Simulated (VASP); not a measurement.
Data:

```
Al3Pd
1.0
    0.00000     2.07549     2.07549
    2.07549     0.00000     2.07549
    7.55379     7.55379     0.74817
Pd Al
1 3
Cartesian
  0.00000   0.00000   0.00000
  1.81577   1.81577   0.25972
  3.77690   3.77690   0.37408
  7.81352   7.81352   4.63942
```

Calculation: PBEsol GGA, VASP's PBE PAW potentials (set 64) (plane waves; VASP 6.6.1). Settings: 400 eV cut-off, Gaussian smearing of 0.050 eV, potentials Pd Al.

Question: Give the energies of bands 1 to 12 at the high-symmetry points, in eV from the Fermi level.

Answer: 
```json
[
 {"band": "1", "Γ": "-10.89", "T": "-10.59", "H2": "-5.19", "L": "-6.29", "S0": "-5.15", "F": "-6.27"},
 {"band": "2", "Γ": "-8.89", "T": "-9.92", "H2": "-5.05", "L": "-5.78", "S0": "-5.08", "F": "-5.89"},
 {"band": "3", "Γ": "-8.05", "T": "-6.09", "H2": "-4.53", "L": "-5.17", "S0": "-4.54", "F": "-5.04"},
 {"band": "4", "Γ": "-5.14", "T": "-5.98", "H2": "-4.38", "L": "-5.00", "S0": "-4.38", "F": "-4.72"},
 {"band": "5", "Γ": "-3.55", "T": "-3.95", "H2": "-4.27", "L": "-3.81", "S0": "-4.28", "F": "-4.04"},
 {"band": "6", "Γ": "-3.55", "T": "-3.55", "H2": "-3.16", "L": "-3.40", "S0": "-3.09", "F": "-3.96"},
 {"band": "7", "Γ": "-2.76", "T": "-3.55", "H2": "-2.61", "L": "-3.30", "S0": "-2.64", "F": "-3.30"},
 {"band": "8", "Γ": "-2.76", "T": "-2.76", "H2": "-2.60", "L": "-1.83", "S0": "-2.62", "F": "-1.59"},
 {"band": "9", "Γ": "-2.61", "T": "-2.76", "H2": "-1.30", "L": "-1.82", "S0": "-1.40", "F": "-1.45"},
 {"band": "10", "Γ": "0.08", "T": "2.35", "H2": "-1.05", "L": "-1.45", "S0": "-0.94", "F": "-1.13"},
 {"band": "11", "Γ": "7.47", "T": "4.80", "H2": "-0.20", "L": "1.09", "S0": "-0.25", "F": "1.02"},
 {"band": "12", "Γ": "9.86", "T": "9.98", "H2": "1.45", "L": "1.99", "S0": "1.49", "F": "1.57"}
]
```

It has no gap at this level: it comes out as a metal or semimetal.

The structure was generated: Al3Pd was put into an ordered model structure (R-3m), which need not be its known phase. It was relaxed first. The electron count is odd and the run is not spin-polarised, which forces a metal.
